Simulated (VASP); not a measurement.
All values below come from LDA (Ceperley-Alder, Perdew-Zunger), VASP's LDA PAW potentials (set 64) (plane waves; VASP).

VASP input:

**POSCAR**
```
Se atom
1.0
 12.0000000000   0.0000000000   0.0000000000
  0.0000000000  12.5000000000   0.0000000000
  0.0000000000   0.0000000000  13.0000000000
Se
1
direct
  0.0000000000   0.0000000000   0.0000000000
```

**INCAR**
```
SYSTEM = Se atom
PREC = Normal
ENCUT = 520
EDIFF = 1E-6
NELM = 200
ALGO = All
LREAL = .FALSE.
LASPH = .TRUE.
ISMEAR = 0
SIGMA = 0.01
LMAXMIX = 4
ISPIN = 2
MAGMOM = 2
LORBIT = 10
LWAVE = .FALSE.
LCHARG = .FALSE.
ISYM = 0
NUPDOWN = 2
```

File KPOINTS:
```
Regular mesh
0
gamma
1 1 1
0 0 0
```

POTCAR, in this order: Se (LDA.64 set). Program: vasp_gam. Read from the step before: WAVECAR.

Output of the run:

OSZICAR:
```
       N       E                     dE             d eps       ncg     rms           ort
SDA:   1    -0.600340062739E+00   -0.60034E+00    0.00000E+00     8   0.328E-04   0.000E+00
CGA:   2    -0.600342243739E+00   -0.21810E-05   -0.21770E-05     8   0.614E-07   0.460E-07
CGA:   3    -0.600342260536E+00   -0.16797E-07   -0.16902E-07     8   0.208E-07  -0.150E-08
   1 F= -.60034226E+00 E0= -.59648570E+00  d E =-.771311E-02  mag=     2.0000
```

File OUTCAR:
```
------------------------ aborting loop because EDIFF is reached ----------------------------------------
  FORCE on cell =-STRESS in cart. coord.  units (eV):
  Direction    XX          YY          ZZ          XY          YZ          ZX
  --------------------------------------------------------------------------------------
  Total        0.0004471     -0.0012569     -0.0017023      0.0000808     -0.0000101     -0.0000703
  in kB        0.0003673     -0.0010327     -0.0013986      0.0000664     -0.0000083     -0.0000578
  external PRESSURE =      -0.0006880 kB  Pullay stress =       0.0000000 kB
  volume of cell :     1950.00
      direct lattice vectors                 reciprocal lattice vectors
    12.000000000  0.000000000  0.000000000     0.083333333  0.000000000  0.000000000
     0.000000000 12.500000000  0.000000000     0.000000000  0.080000000  0.000000000
     0.000000000  0.000000000 13.000000000     0.000000000  0.000000000  0.076923077
 POSITION                                       TOTAL-FORCE (eV/Angst)
 -----------------------------------------------------------------------------------
      0.00000      0.00000      0.00000        -0.000000     -0.000000      0.000000
 -----------------------------------------------------------------------------------
    total drift:                               -0.000000     -0.000000      0.000000
  FREE ENERGIE OF THE ION-ELECTRON SYSTEM (eV)
  ---------------------------------------------------
  free  energy   TOTEN  =        -0.6003422605 eV

  energy  without entropy=       -0.5926291459  energy(sigma->0) =       -0.59648570

 total charge

# of ion       s       p       d       tot
------------------------------------------
    1        1.508   2.091   0.000   3.598

 magnetization (x)

# of ion       s       p       d       tot
------------------------------------------
    1        0.014   1.080   0.000   1.094
```
(Selected blocks of OUTCAR.)

The atom may not be in its lowest state.

The cell is a free atom in a box.
